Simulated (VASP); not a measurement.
Computed with r2SCAN meta-GGA, VASP's PBE PAW potentials (set 64) (plane waves; VASP).

A VASP calculation is set up with these files.

INCAR:
```
SYSTEM = Lu
PREC = Accurate
ENCUT = 520
EDIFF = 1E-7
NELM = 100
ALGO = Normal
LREAL = .FALSE.
LASPH = .TRUE.
ISMEAR = -5
METAGGA = R2SCAN
LMIXTAU = .TRUE.
LMAXMIX = 6
LWAVE = .FALSE.
LCHARG = .FALSE.
LORBIT = 11
NEDOS = 601
ISIF = 2
```

### POSCAR
```
Lu
5.4693040
  0.3211669811  -0.5562775450   0.0000000000
  0.3211669811   0.5562775450   0.0000000000
  0.0000000000   0.0000000000   1.0000000446
Lu
2
Cart
  0.3211669811   0.1854262192   0.2500000111
  0.3211669811  -0.1854262192   0.7500000334
```

KPOINTS:
```
Automatic mesh
0
Gamma
13 13 8
0 0 0
```

KPOINTS_OPT:
```
k-points along high-symmetry lines
6
Line-mode
Reciprocal
  0.000000   0.000000   0.000000 ! GAMMA
 -0.000000   0.500000   0.000000 ! M

 -0.000000   0.500000   0.000000 ! M
 -0.333333   0.666667   0.000000 ! K

 -0.333333   0.666667   0.000000 ! K
  0.000000   0.000000   0.000000 ! GAMMA

  0.000000   0.000000   0.000000 ! GAMMA
  0.000000   0.000000   0.500000 ! A

  0.000000   0.000000   0.500000 ! A
 -0.000000   0.500000   0.500000 ! L

 -0.000000   0.500000   0.500000 ! L
 -0.333333   0.666667   0.500000 ! H

 -0.333333   0.666667   0.500000 ! H
  0.000000   0.000000   0.500000 ! A

 -0.000000   0.500000   0.500000 ! L
 -0.000000   0.500000   0.000000 ! M

 -0.333333   0.666667   0.500000 ! H
 -0.333333   0.666667   0.000000 ! K
```

POTCAR, in this order: Lu_3 (PBE.64 set). Program: vasp_std.

Output

**OUTCAR**
```
 ion  position               nearest neighbor table
   1  0.333  0.667  0.250-   2 3.40   2 3.40   2 3.40   2 3.40   2 3.40   2 3.40
   2  0.667  0.333  0.750-   1 3.40   1 3.40   1 3.40   1 3.40   1 3.40   1 3.40
  LATTYP: Found a hexagonal cell.
 ALAT       =     3.5131197846
 C/A-ratio  =     1.5568225905
 Subroutine PRICEL returns:
 Original cell was already a primitive cell.
 Subroutine GETGRP returns: Found 24 space group operations
The static configuration has the point symmetry D_3d.
 The point group associated with its full space group is D_6h.
The dynamic configuration has the point symmetry D_3d.
 Subroutine INISYM returns: Found 24 space group operations
 Subroutine IBZKPT returns following result:
 Found    105 irreducible k-points:

 Following reciprocal coordinates:
            Coordinates               Weight
  0.000000  0.000000  0.000000      1.000000
  0.076923 -0.000000  0.000000      6.000000
  0.153846  0.000000  0.000000      6.000000
  0.230769 -0.000000  0.000000      6.000000
  0.307692  0.000000  0.000000      6.000000
  0.384615  0.000000  0.000000      6.000000
  0.461538 -0.000000  0.000000      6.000000
  0.076923  0.076923  0.000000      6.000000
  0.153846  0.076923  0.000000     12.000000
  0.230769  0.076923  0.000000     12.000000
  0.307692  0.076923  0.000000     12.000000
  0.384615  0.076923  0.000000     12.000000
  0.461538  0.076923  0.000000      6.000000
  0.153846  0.153846  0.000000      6.000000
  0.230769  0.153846  0.000000     12.000000
  0.307692  0.153846  0.000000     12.000000
  0.384615  0.153846  0.000000     12.000000
  0.230769  0.230769  0.000000      6.000000
  0.307692  0.230769  0.000000     12.000000
  0.384615  0.230769  0.000000      6.000000
  0.307692  0.307692  0.000000      6.000000
  0.000000  0.000000  0.125000      2.000000
  0.076923 -0.000000  0.125000     12.000000
  0.153846  0.000000  0.125000     12.000000
  0.230769 -0.000000  0.125000     12.000000
  0.307692  0.000000  0.125000     12.000000
  0.384615  0.000000  0.125000     12.000000
  0.461538 -0.000000  0.125000     12.000000
  0.076923  0.076923  0.125000     12.000000
  0.153846  0.076923  0.125000     24.000000
  0.230769  0.076923  0.125000     24.000000
  0.307692  0.076923  0.125000     24.000000
  0.384615  0.076923  0.125000     24.000000
  0.461538  0.076923  0.125000     12.000000
  0.153846  0.153846  0.125000     12.000000
  0.230769  0.153846  0.125000     24.000000
  0.307692  0.153846  0.125000     24.000000
  0.384615  0.153846  0.125000     24.000000
  0.230769  0.230769  0.125000     12.000000
  0.307692  0.230769  0.125000     24.000000
   k-points           NKPTS =    105   k-points in BZ     NKDIM =    105   number of bands    NBANDS=     13
   number of dos      NEDOS =    601   number of ions     NIONS =      2
   total plane-waves  NPLWV =  32928
   dimension x,y,z NGX =    28 NGY =   28 NGZ =   42
   dimension x,y,z NGXF=    56 NGYF=   56 NGZF=   84
   ions per type =               2
   PREC   = accura    normal or accurate (medium, high low for compatibility)
   ISTART =      0    job   : 0-new  1-cont  2-samecut
   ICHARG =      2    charge: 1-file 2-atom 10-const
   ISPIN  =      1    spin polarized calculation?
   LNONCOLLINEAR =      F non collinear calculations
   LSORBIT =      F    spin-orbit coupling
   INIWAV =      1    electr: 0-lowe 1-rand  2-diag
   ENCUT  =  520.0 eV  38.22 Ry    6.18 a.u.   6.53  6.53 10.17*2*pi/ulx,y,z
   NELM   =    100;   NELMIN=  2; NELMDL= -5     # of ELM steps
   EDIFF  = 0.1E-06   stopping-criterion for ELM
   LREAL  =      F    real-space projection
...
```

### OSZICAR
```
       N       E                     dE             d eps       ncg     rms          rms(c)
DAV:   1    -0.177451996498E+02   -0.17745E+02   -0.90455E+03  4448   0.154E+03
DAV:   2    -0.750463042566E+02   -0.57301E+02   -0.56314E+02  4655   0.754E+02
DAV:   3    -0.777218246433E+02   -0.26755E+01   -0.25443E+01  4983   0.715E+01
DAV:   4    -0.778205914573E+02   -0.98767E-01   -0.97362E-01  5044   0.103E+01
DAV:   5    -0.778236713491E+02   -0.30799E-02   -0.30921E-02  4562   0.183E+00    0.312E+01
DAV:   6    -0.763812600164E+02    0.14424E+01   -0.50860E-01  4355   0.175E+01    0.164E+01
DAV:   7    -0.749886589581E+02    0.13926E+01   -0.47477E-01  4978   0.126E+01    0.579E-01
DAV:   8    -0.762807493956E+02   -0.12921E+01   -0.45692E-01  5118   0.835E+00    0.282E+00
DAV:   9    -0.761714047405E+02    0.10934E+00   -0.62232E-02  4458   0.352E+00    0.814E-01
DAV:  10    -0.761570027656E+02    0.14402E-01   -0.18452E-03  4554   0.780E-01    0.852E-01
DAV:  11    -0.761681681199E+02   -0.11165E-01   -0.11707E-02  4330   0.148E+00    0.336E-01
DAV:  12    -0.761567644364E+02    0.11404E-01   -0.21400E-02  4173   0.167E+00    0.131E-01
DAV:  13    -0.761582497422E+02   -0.14853E-02   -0.12060E-03  4400   0.544E-01    0.991E-02
DAV:  14    -0.761582156860E+02    0.34056E-04   -0.26662E-05  4707   0.819E-02    0.149E-01
DAV:  15    -0.761579996065E+02    0.21608E-03   -0.28203E-04  4544   0.247E-01    0.669E-02
DAV:  16    -0.761579951331E+02    0.44734E-05   -0.92425E-06  4412   0.534E-02    0.675E-02
DAV:  17    -0.761579965277E+02   -0.13945E-05   -0.95973E-07  4600   0.127E-02    0.781E-02
DAV:  18    -0.761580051528E+02   -0.86252E-05   -0.37879E-06  4570   0.321E-02    0.732E-02
DAV:  19    -0.761580296019E+02   -0.24449E-04   -0.22818E-06  4390   0.211E-02    0.111E-01
DAV:  20    -0.761579465851E+02    0.83017E-04   -0.44003E-05  4850   0.120E-01    0.122E-02
DAV:  21    -0.761579266801E+02    0.19905E-04   -0.16017E-05  4179   0.473E-02    0.575E-02
DAV:  22    -0.761579381327E+02   -0.11453E-04   -0.82986E-06  4250   0.457E-02    0.344E-02
DAV:  23    -0.761579407031E+02   -0.25704E-05   -0.24629E-06  4679   0.200E-02    0.253E-02
DAV:  24    -0.761579491829E+02   -0.84798E-05   -0.87051E-07  4260   0.148E-02    0.705E-03
DAV:  25    -0.761579519516E+02   -0.27687E-05   -0.35601E-08  1815   0.609E-03    0.192E-03
DAV:  26    -0.761579527710E+02   -0.81946E-06   -0.17874E-08  1765   0.487E-03    0.518E-04
DAV:  27    -0.761579531850E+02   -0.41398E-06   -0.15113E-08  1755   0.549E-03    0.198E-04
DAV:  28    -0.761579530883E+02    0.96764E-07   -0.16795E-08  1725   0.464E-03
   1 F= -.76157953E+02 E0= -.76157953E+02  d E =0.000000E+00
       N       E                     dE             ncg
```

OUTCAR:
```
------------------------ aborting loop because EDIFF is reached ----------------------------------------
  FORCE on cell =-STRESS in cart. coord.  units (eV):
  Direction    XX          YY          ZZ          XY          YZ          ZX
  --------------------------------------------------------------------------------------
  Total        0.0424041      0.0424041      0.0386746      0.0000000      0.0000000      0.0000000
  in kB        1.1621697      1.1621697      1.0599568      0.0000000      0.0000000      0.0000000
  external PRESSURE =       1.1280987 kB  Pullay stress =       0.0000000 kB
  volume of cell :       58.46
      direct lattice vectors                 reciprocal lattice vectors
     1.756559854 -3.042451002  0.000000000     0.284647289 -0.164341184  0.000000000
     1.756559854  3.042451002  0.000000000     0.284647289  0.164341184  0.000000000
     0.000000000  0.000000000  5.469304244     0.000000000  0.000000000  0.182838613
 POSITION                                       TOTAL-FORCE (eV/Angst)
 -----------------------------------------------------------------------------------
      1.75656      1.01415      1.36733         0.000000      0.000000      0.000000
      1.75656     -1.01415      4.10198        -0.000000      0.000000      0.000000
 -----------------------------------------------------------------------------------
    total drift:                                0.000002      0.000070     -0.000011
  FREE ENERGIE OF THE ION-ELECTRON SYSTEM (eV)
  ---------------------------------------------------
  free  energy   TOTEN  =       -76.1579530883 eV

  energy  without entropy=      -76.1579530883  energy(sigma->0) =      -76.15795309

 total charge

# of ion       s       p       d       tot
------------------------------------------
    1        0.490   6.471   0.901   7.862
    2        0.490   6.471   0.901   7.862
--------------------------------------------------
tot          0.981  12.942   1.801  15.724
```
(Selected blocks of OUTCAR.)

For a metal the tetrahedron method with Blöchl corrections gives inexact stress and forces.

The compound is Lu in the hcp structure. It was relaxed first.
